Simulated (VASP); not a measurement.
# MgTi (P-6m2) in VASP: density of states with LDA

Aim: the density of states of MgTi with LDA.

All numbers are computed with VASP 6.6.1; they aren't measurements. Logs are shortened: lines on timing, memory, paths and dates and some standing lists are left out, and cuts for length are marked.

**1. The structure**

The structure is hexagonal, space group P-6m2 (No. 187). Conventional cell: a = 2.894 Å, b = 2.894 Å, c = 5.259 Å, α = 90.00°, β = 90.00°, γ = 120.00°. Mg (site symmetry -6m2) has 6 Mg at 2.89 Å and 6 Ti at 3.12 Å as nearest neighbours. Ti (site symmetry -6m2) is surrounded by 6 Ti at 2.89 Å and 6 Mg at 3.12 Å.

The cell comes from a database or a generator and needn't be the stable form of this composition.

**2. Density of states, LDA**

The input, POSCAR:

```
MgTi
1.0
    2.8943431265      0.0000000000      0.0000000000
   -1.4471715632      2.5065746748      0.0000000000
    0.0000000000      0.0000000000      5.2589210000
Mg Ti
1 1
Direct
    0.0000000000      0.0000000000      0.0000000000
    0.6666666667      0.3333333333      0.5000000000
```

The input, INCAR.step1:

```
PREC = Accurate
ENCUT = 520
EDIFF = 1E-6
ISMEAR = -1
SIGMA = 0.03
LREAL = False
LASPH = True
NELM = 100
ALGO = Normal
ISIF = 2
LWAVE = False
LCHARG = True
LMAXMIX = 4
NBANDS = 14
```

The input, KPOINTS.step1:

```
Automatic mesh
0
Gamma
  13 13 6
```

The input, INCAR.step2:

```
PREC = Accurate
ENCUT = 520
EDIFF = 1E-6
ISMEAR = -5
SIGMA = 0.03
LREAL = False
LASPH = True
NELM = 100
ALGO = Normal
ISIF = 2
LWAVE = False
LCHARG = False
LMAXMIX = 4
LORBIT = 10
NBANDS = 14
NEDOS = 1001
ICHARG = 11
```

The input, KPOINTS.step2:

```
Automatic mesh
0
Gamma
  20 20 9
```

Potentials or basis: VASP PAW LDA potentials, release 64 (Mg, Ti_sv).

Run with:

```
> cat potpaw_LDA.64/Mg/POTCAR potpaw_LDA.64/Ti_sv/POTCAR > POTCAR
> cp INCAR.step1 INCAR
> cp KPOINTS.step1 KPOINTS
> mpirun -np 1 vasp_std > vasp.out
> cp INCAR.step2 INCAR
> cp KPOINTS.step2 KPOINTS
> mpirun -np 1 vasp_std > vasp.out
```

OUTCAR:

```text
PREC = Accurate
   ENCUT = 520
   EDIFF = 1E-6
   ISMEAR = -5
   LREAL = False
   LASPH = True
   NELM = 100
   ISIF = 2
   LORBIT = 10
   ICHARG = 11

 ion  position               nearest neighbor table
   1  0.000  0.000  0.000-   2 3.12   2 3.12   2 3.12   2 3.12   2 3.12   2 3.12
   2  0.667  0.333  0.500-   1 3.12   1 3.12   1 3.12   1 3.12   1 3.12   1 3.12

  LATTYP: Found a hexagonal cell.
 ALAT       =     2.8943431265
 C/A-ratio  =     1.8169652906

  Lattice vectors:

 A1 = (   2.8943431265,   0.0000000000,   0.0000000000)
 A2 = (  -1.4471715632,   2.5065746748,   0.0000000000)
 A3 = (   0.0000000000,   0.0000000000,   5.2589210000)

Analysis of symmetry for initial positions (statically):
=====================================================================
 Subroutine PRICEL returns:
 Original cell was already a primitive cell.

 Routine SETGRP: Setting up the symmetry group for a
 hexagonal supercell.

 Subroutine GETGRP returns: Found 12 space group operations
 (whereof 12 operations were pure point group operations)
 out of a pool of 24 trial point group operations.

The static configuration has the point symmetry D_3h.

Analysis of symmetry for dynamics (positions and initial velocities):
=====================================================================
 Subroutine PRICEL returns:
 Original cell was already a primitive cell.

 Routine SETGRP: Setting up the symmetry group for a
 hexagonal supercell.

 Subroutine GETGRP returns: Found 12 space group operations
 (whereof 12 operations were pure point group operations)
 out of a pool of 24 trial point group operations.

The dynamic configuration has the point symmetry D_3h.

 Subroutine INISYM returns: Found 12 space group operations
 (whereof 12 operations are pure point group operations),
 and found     1 'primitive' translations

----------------------------------------------------------------------------------------

                                     Primitive cell

  volume of cell :      38.1529

  direct lattice vectors                    reciprocal lattice vectors
     2.894343126  0.000000000  0.000000000     0.345501537  0.199475406  0.000000000
    -1.447171563  2.506574675  0.000000000     0.000000000  0.398950811  0.000000000
     0.000000000  0.000000000  5.258921000     0.000000000  0.000000000  0.190153075

  length of vectors
     2.894343126  2.894343126  5.258921000     0.398950811  0.398950811  0.190153075

  position of ions in fractional coordinates (direct lattice)
     0.000000000  0.000000000  0.000000000
     0.666666667  0.333333333  0.500000000

  ion indices of the primitive-cell ions
   primitive index   ion index
                 1           1
                 2           2

----------------------------------------------------------------------------------------

 KPOINTS: Automatic mesh

Automatic generation of k-mesh.
 Grid dimensions read from file:
 generate k-points for:   20   20    9

 Generating k-lattice:

  Cartesian coordinates                     Fractional coordinates (reciprocal lattice)
     0.017275077  0.009973770  0.000000000     0.050000000  0.000000000  0.000000000
     0.000000000  0.019947541  0.000000000     0.000000000  0.050000000  0.000000000
     0.000000000  0.000000000  0.021128119     0.000000000  0.000000000  0.111111111

  Length of vectors
     0.019947541  0.019947541  0.021128119

  Shift w.r.t. Gamma in fractional coordinates (k-lattice)
     0.000000000  0.000000000  0.000000000

 TETIRR: Found   3490 inequivalent tetrahedra from    21600

 Subroutine IBZKPT returns following result:
 ===========================================

 Found    220 irreducible k-points:

 Following reciprocal coordinates:
            Coordinates               Weight
  0.000000  0.000000  0.000000      1.000000
  0.050000 -0.000000  0.000000      6.000000
  0.100000  0.000000  0.000000      6.000000
  0.150000  0.000000  0.000000      6.000000
  0.200000  0.000000  0.000000      6.000000
  0.250000  0.000000  0.000000      6.000000
[... 16 lines left out ...]
  0.200000  0.100000  0.000000     12.000000
  0.250000  0.100000  0.000000     12.000000
 [... further k-points ...]
   k-points           NKPTS =    220   k-points in BZ     NKDIM =    220   number of bands    NBANDS=     14
   number of dos      NEDOS =   1001   number of ions     NIONS =      2
   total plane-waves  NPLWV =  23040
   dimension x,y,z NGX =    24 NGY =   24 NGZ =   40
   dimension x,y,z NGXF=    48 NGYF=   48 NGZF=   80
   ions per type =               1   1
   NGX,Y,Z   is equivalent  to a cutoff of  13.79, 13.79, 12.64 a.u.
   NGXF,Y,Z  is equivalent  to a cutoff of  27.57, 27.57, 25.29 a.u.
 SYSTEM =  unknown system
   PREC   = accura    normal or accurate (medium, high low for compatibility)
   ISTART =      0    job   : 0-new  1-cont  2-samecut
   ICHARG =     11    charge: 1-file 2-atom 10-const
   ISPIN  =      1    spin polarized calculation?
   LNONCOLLINEAR =      F non collinear calculations
   LSORBIT =      F    spin-orbit coupling
   LASPH  =      T    aspherical Exc in radial PAW
   ENCUT  =  520.0 eV  38.22 Ry    6.18 a.u.   5.38  5.38  9.78*2*pi/ulx,y,z
   NELM   =    100;   NELMIN=  2; NELMDL=  0     # of ELM steps
   EDIFF  = 0.1E-05   stopping-criterion for ELM
   LREAL  =      F    real-space projection
   EDIFFG = 0.1E-04   stopping-criterion for IOM
   NSW    =      0    number of steps for IOM
   IBRION =     -1    ionic relax: 0-MD 1-quasi-New 2-CG
   NFREE  =      0    steps in history (QN), initial steepest desc. (CG)
   ISIF   =      2    stress and relaxation
   ISYM   =      2    0-nonsym 1-usesym 2-fastsym
   POTIM  = 0.5000    time-step for ionic-motion
   TEBEG  =    0.0;   TEEND  =   0.0 temperature during run
   PSTRESS=    0.0 pullay stress
   NELECT =      14.0000    total number of electrons
   NUPDOWN=      -1.0000    fix difference up-down
   EMIN   =  10.00;   EMAX   =-10.00  energy-range for DOS
   EFERMI =   0.00;   METHOD = LEGACY
   ISMEAR =    -5;   SIGMA  =   0.03  broadening in eV -4-tet -1-fermi 0-gaus
   EFERMI_NEDOS =   21; number of points for ismear=-14 and -15
   IALGO  =     38    algorithm
   IMIX   =      4    mixing-type and parameters
     AMIX     =   0.40;   BMIX     =  1.00
     AMIX_MAG =   1.60;   BMIX_MAG =  1.00
  volume/ion in A,a.u.               =      19.08       128.73
  Fermi-wavevector in a.u.,A,eV,Ry     =   1.172038  2.214831 18.689961  1.373673
  Thomas-Fermi vector in A             =   2.308473
   LORBIT       =     10    0 simple, 1 ext, 2 COOP (PROOUT), +10 PAW based schemes
   GGA     = CA    functional components
   LHFCALC =     F    Hartree Fock is set to
   AEXX    =    0.0000 exact exchange contribution
   IVDW    =     0    specifies the selected vdW correction
   LEPSILON=     F    determine dielectric tensor
   LRPA    =     F    only Hartree local field effects (RPA)
 non-spin polarized calculation
 Fermi weights with tetrahedron method with Bloechl corrections
  energy-cutoff  :      520.00
  volume of cell :       38.15
 maximum number of plane-waves:      1063
 NGX is ok and might be reduce to    24

 number of electron      13.9999996 magnetization

 Free energy of the ion-electron system (eV)
  ---------------------------------------------------
  ext. energy  EPLUGINS =         0.00000000
  ---------------------------------------------------
  free energy    TOTEN  =        -9.98300729 eV

  energy without entropy =       -9.98300729  energy(sigma->0) =       -9.98300729

 E-fermi :   5.0453     XC(G=0): -10.3079

 val. band max:        5.0704650652   @ k =   0.3500   0.1000   0.4444
 cond. band min:       4.9822771428   @ k =   0.2000   0.2000   0.0000
 fundamental gap:     -0.0881879224
 Fermi energy:         5.0453255767

 k-point     1 :       0.0000    0.0000    0.0000
  band No.  band energies     occupation
      1     -50.9729      2.00000
      2     -27.6769      2.00000
      3     -27.2651      2.00000
      4     -27.2651      2.00000
      5      -1.6366      2.00000
      6       2.7492      2.00000
      7       3.7972      2.00000
      8       6.1824      0.00000
      9       6.1824      0.00000
     10       7.6280      0.00000
     11       7.6280      0.00000
     12       7.8987      0.00000
     13      19.3397      0.00000
     14      19.5403      0.00000

 k-point     2 :       0.0500   -0.0000    0.0000
  band No.  band energies     occupation
      1     -50.9707      2.00000
      2     -27.6749      2.00000
      3     -27.2787      2.00000
      4     -27.2682      2.00000
      5      -1.5732      2.00000
      6       2.8164      2.00000
      7       3.8071      2.00000
      8       6.1301      0.00000
      9       6.2317      0.00000
     10       7.6134      0.00000
     11       7.6363      0.00000
     12       7.9203      0.00000
     13      18.5818      0.00000
     14      19.2768      0.00000
[... 343 lines left out ...]
      1     -50.9242      2.00000
      2     -27.6312      2.00000
      3     -27.5516      2.00000
      4     -27.3474      2.00000
      5       0.0617      2.00000
      6       3.9914      2.00000
      7       4.2079      2.00000
      8       5.2815      0.00000
      9       7.1823      0.00000
     10       7.4600      0.00000
     11       8.1908      0.00000
     12       8.4832      0.00000
     13      12.3178      0.00000
     14      14.8416      0.00000

 k-point    24 :       0.2500    0.1000    0.0000
  band No.  band energies     occupation
      1     -50.9111      2.00000
      2     -27.6253      2.00000
      3     -27.6189      2.00000
      4     -27.3710      2.00000
      5       0.6865      2.00000
      6       4.0375      2.00000
      7       4.3477      2.00000
      8       5.3569      0.00000
      9       7.0420      0.00000
     10       7.7840      0.00000
     11       8.4930      0.00000
     12       8.7602      0.00000
     13      11.0986      0.00000
     14      14.3303      0.00000

 [... further k-points ...]

------------------------ aborting loop because EDIFF is reached ----------------------------------------

  FORCE on cell =-STRESS in cart. coord.  units (eV):
  Direction    XX          YY          ZZ          XY          YZ          ZX
  --------------------------------------------------------------------------------------
  -------------------------------------------------------------------------------------
  Total       -1.2719020     -1.2719020     -1.2481756     -0.0000000      0.0000000      0.0000000
  in kB      -53.4117639    -53.4117639    -52.4154069     -0.0000000      0.0000000      0.0000000
  external PRESSURE =     -53.0796449 kB  Pullay stress =       0.0000000 kB

 VOLUME and BASIS-vectors are now :
 -----------------------------------------------------------------------------
  energy-cutoff  :      520.00
  volume of cell :       38.15
      direct lattice vectors                 reciprocal lattice vectors
     2.894343126  0.000000000  0.000000000     0.345501537  0.199475406  0.000000000
    -1.447171563  2.506574675  0.000000000     0.000000000  0.398950811  0.000000000
     0.000000000  0.000000000  5.258921000     0.000000000  0.000000000  0.190153075

 POSITION                                       TOTAL-FORCE (eV/Angst)
 -----------------------------------------------------------------------------------
      0.00000      0.00000      0.00000         0.000000      0.000000      0.000000
      1.44717      0.83552      2.62946        -0.000000      0.000000      0.000000
 -----------------------------------------------------------------------------------
    total drift:                               -0.003150      0.001819      0.000000

  FREE ENERGIE OF THE ION-ELECTRON SYSTEM (eV)
  ---------------------------------------------------
  free  energy   TOTEN  =        -9.9830072894 eV

  energy  without entropy=       -9.9830072894  energy(sigma->0) =       -9.98300729

 total charge

# of ion       s       p       d       tot
------------------------------------------
    1        0.229   0.172   0.018   0.419
    2        2.231   6.065   1.931  10.227
--------------------------------------------------
tot          2.459   6.237   1.949  10.646
```

Run time: 52 s. Hardware: 1 thread of AMD EPYC 9R45 (Zen 5), shared host; peak memory 0.22 GiB.

Results:

```
Valence electrons inside the program's atomic spheres : Mg 0.42; Ti 10.23
```

States per cell in windows of 0.5 eV (zero at the Fermi level; states under -8 eV left out):
```
from (eV)  total  Ti2_d  Ti2_p  Mg1_p  Mg1_s  Ti2_s  Mg1_d
     -8.0   0.00   0.00   0.00   0.00   0.00   0.00   0.00
     -7.5   0.00   0.00   0.00   0.00   0.00   0.00   0.00
     -7.0   0.01   0.00   0.00   0.00   0.00   0.00   0.00
     -6.5   0.07   0.00   0.00   0.00   0.01   0.01   0.00
     -6.0   0.15   0.00   0.00   0.00   0.02   0.01   0.00
     -5.5   0.15   0.00   0.00   0.00   0.02   0.01   0.00
     -5.0   0.18   0.00   0.00   0.00   0.02   0.01   0.00
     -4.5   0.19   0.01   0.00   0.01   0.02   0.01   0.00
     -4.0   0.22   0.01   0.01   0.01   0.02   0.02   0.00
     -3.5   0.31   0.02   0.01   0.01   0.02   0.02   0.00
     -3.0   0.32   0.03   0.01   0.01   0.02   0.02   0.00
     -2.5   0.51   0.09   0.02   0.02   0.02   0.04   0.00
     -2.0   0.61   0.18   0.02   0.02   0.01   0.04   0.00
     -1.5   0.91   0.35   0.03   0.03   0.01   0.03   0.00
     -1.0   0.95   0.48   0.03   0.02   0.01   0.01   0.00
     -0.5   1.44   0.78   0.04   0.04   0.01   0.01   0.01
      0.0   1.28   0.65   0.07   0.03   0.01   0.01   0.01
      0.5   1.01   0.57   0.05   0.02   0.01   0.01   0.00
      1.0   1.07   0.75   0.01   0.01   0.00   0.00   0.01
      1.5   1.13   0.87   0.01   0.01   0.01   0.00   0.01
      2.0   1.35   1.09   0.01   0.01   0.01   0.01   0.01
      2.5   1.02   0.73   0.01   0.02   0.01   0.01   0.01
      3.0   0.80   0.50   0.01   0.02   0.02   0.01   0.01
      3.5   0.74   0.40   0.02   0.03   0.02   0.01   0.01
      4.0   0.41   0.15   0.02   0.02   0.02   0.01   0.01
      4.5   0.64   0.22   0.03   0.03   0.02   0.02   0.02
      5.0   0.53   0.14   0.03   0.03   0.02   0.01   0.02
      5.5   0.41   0.09   0.03   0.02   0.01   0.01   0.02
      6.0   0.62   0.17   0.03   0.02   0.03   0.03   0.03
      6.5   0.36   0.09   0.02   0.02   0.02   0.01   0.02
      7.0   0.49   0.10   0.03   0.02   0.04   0.01   0.02
      7.5   0.34   0.06   0.02   0.02   0.02   0.01   0.01
```

Caveat: tetrahedron occupations give inexact forces and stress in metals.
